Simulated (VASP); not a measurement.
Write the native input for VASP 6.6.1 that does the following.

```
Task                   : band structure
Functional             : PBE
Potentials or basis    : VASP PAW PBE potentials, release 64 (Sb)
Cutoff                 : 520 eV
k mesh                 : 12 × 12 × 10
Occupations            : methfessel-paxton, width 0.1 eV
Spin                   : no spin polarisation
Further INCAR settings : ALGO = Fast; EDIFF = 1e-07; NBANDS = 12
```

The structure of Sb lies in POSCAR:

```
Sb                                      
1.0
    2.1873236688      1.2628519091      3.8335300450
   -2.1873236688      1.2628519091      3.8335300450
    0.0000000000     -2.5257038182      3.8335300450
  Sb            
     2
Direct
     0.2332985895997339    0.2332985895997339    0.2332985895997339
     0.7667014104002661    0.7667014104002661    0.7667014104002661
```

The input as run:

INCAR

```
SYSTEM = Sb
PREC = Accurate
ENCUT = 520
EDIFF = 1E-7
ISMEAR = 1
SIGMA = 0.1
LREAL = .FALSE.
LASPH = .TRUE.
NELM = 80
ALGO = Fast
ISIF = 2
LWAVE = .FALSE.
LCHARG = .FALSE.
GGA = PE
NBANDS = 12
ICORELEVEL = 1
```

KPOINTS

```
Automatic mesh
0
G
  12 12 10
  0 0 0
```

KPOINTS_OPT

```
explicit points
143
Reciprocal
 0.0000000000  0.0000000000  0.0000000000 1
 0.0357142857  0.0000000000  0.0000000000 1
 0.0714285714  0.0000000000  0.0000000000 1
 0.1071428571  0.0000000000  0.0000000000 1
 0.1428571429  0.0000000000  0.0000000000 1
 0.1785714286  0.0000000000  0.0000000000 1
[... 135 lines left out ...]
 0.6301563178  0.6301563178  0.2396873643 1
 0.6301563178  0.3698436822  0.0000000000 1
```

Potentials or basis: VASP PAW PBE potentials, release 64 (Sb).

Run with:

```sh
$ cat potpaw_PBE.64/Sb/POTCAR > POTCAR
$ mpirun -np 1 vasp_std > vasp.out
```

It gave:

The pressure is 0.0 GPa. The band gap along the path is none (metal or under the smearing width).

Caveat: spin-orbit coupling is left out, which moves the levels of the heavy elements.

Run time: 3.2 min on 1 thread of Intel(R) Xeon(R) 6975P-C (Granite Rapids), with other jobs on the host, peak memory 0.55 GiB.
